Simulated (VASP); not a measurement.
VASP ran on this input.

KPOINTS:
```
Automatic mesh
0
Gamma
7 7 7
0 0 0
```

### POSCAR
```
BAs
1
    0.0000000000     2.3900000000     2.3900000000
    2.3900000000     0.0000000000     2.3900000000
    2.3900000000     2.3900000000     0.0000000000
B As
1 1
Direct
  0.0000000000   0.0000000000   0.0000000000
  0.2500000000   0.2500000000   0.2500000000
```

**INCAR**
```
SYSTEM = BAs
PREC = Accurate
ENCUT = 520
EDIFF = 1E-6
NELM = 100
ALGO = Normal
LREAL = .FALSE.
LASPH = .TRUE.
ISMEAR = 1
SIGMA = 0.8
GGA = PE
LMAXMIX = 4
LWAVE = .FALSE.
LCHARG = .FALSE.
ISIF = 2
```

POTCAR, in this order: B As (PBE.64 set). Program: vasp_std.

The resulting files:

### standard output
```
 POSCAR found type information on POSCAR B As
 POSCAR found :  2 types and       2 ions
 Reading from existing POTCAR
 Reading from existing POTCAR
 LDA part: xc-table for (Slater+PW92), standard interpolation
 POSCAR, INCAR and KPOINTS ok, starting setup
 WAVECAR not read
 entering main loop
       N       E                     dE             d eps       ncg     rms          rms(c)
DAV:   1     0.140765521905E+02    0.14077E+02   -0.37336E+03   320   0.858E+02
DAV:   2    -0.117293530468E+02   -0.25806E+02   -0.25349E+02   496   0.110E+02
DAV:   3    -0.120338960429E+02   -0.30454E+00   -0.30456E+00   344   0.163E+01
DAV:   4    -0.120343649974E+02   -0.46895E-03   -0.46896E-03   496   0.717E-01
DAV:   5    -0.120343650540E+02   -0.56504E-07   -0.56185E-07   328   0.650E-03    0.493E+00
DAV:   6    -0.114620483967E+02    0.57232E+00   -0.18385E+00   336   0.702E+00    0.244E+00
DAV:   7    -0.114015393193E+02    0.60509E-01   -0.20736E-01   448   0.275E+00    0.956E-01
DAV:   8    -0.113946065442E+02    0.69328E-02   -0.21815E-02   344   0.104E+00    0.118E-01
DAV:   9    -0.113949394626E+02   -0.33292E-03   -0.61644E-04   424   0.201E-01    0.670E-02
DAV:  10    -0.113951252761E+02   -0.18581E-03   -0.29297E-04   360   0.127E-01    0.159E-02
DAV:  11    -0.113951314016E+02   -0.61255E-05   -0.11240E-05   488   0.269E-02    0.140E-02
DAV:  12    -0.113951309671E+02    0.43450E-06   -0.24383E-06   320   0.108E-02
   1 F= -.11395131E+02 E0= -.11401436E+02  d E =0.189143E-01
```

OUTCAR:
```
------------------------ aborting loop because EDIFF is reached ----------------------------------------
  FORCE on cell =-STRESS in cart. coord.  units (eV):
  Direction    XX          YY          ZZ          XY          YZ          ZX
  --------------------------------------------------------------------------------------
  Total        0.5330239      0.5330239      0.5330239      0.0000000      0.0000000     -0.0000000
  in kB       31.2776088     31.2776088     31.2776088      0.0000000      0.0000000     -0.0000000
  external PRESSURE =      31.2776088 kB  Pullay stress =       0.0000000 kB
  volume of cell :       27.30
      direct lattice vectors                 reciprocal lattice vectors
     0.000000000  2.390000000  2.390000000    -0.209205021  0.209205021  0.209205021
     2.390000000  0.000000000  2.390000000     0.209205021 -0.209205021  0.209205021
     2.390000000  2.390000000  0.000000000     0.209205021  0.209205021 -0.209205021
  FREE ENERGIE OF THE ION-ELECTRON SYSTEM (eV)
  ---------------------------------------------------
  free  energy   TOTEN  =       -11.3951309671 eV

  energy  without entropy=      -11.4140452644  energy(sigma->0) =      -11.40143573
```
(Selected blocks of OUTCAR.)

Problem. The run ends quietly. Is anything wrong with it?

Solution. The cause: SIGMA is far too large. The run ends without an error. Against the sound run, the energy per atom (σ→0) stays essentially unchanged; the pressure drops by 0.03 GPa; the band gap stays essentially unchanged. To mend it, set ISMEAR = 0, set SIGMA = 0.05.

The mended run (PBE GGA, plane waves, VASP's PBE PAW potentials (set 64)) converges, and its OSZICAR ends with
```
   1 F= -.11400988E+02 E0= -.11400988E+02  d E =-.101192E-11
```

The compound is BAs in the zinc blende structure. The cell was not relaxed at this level.
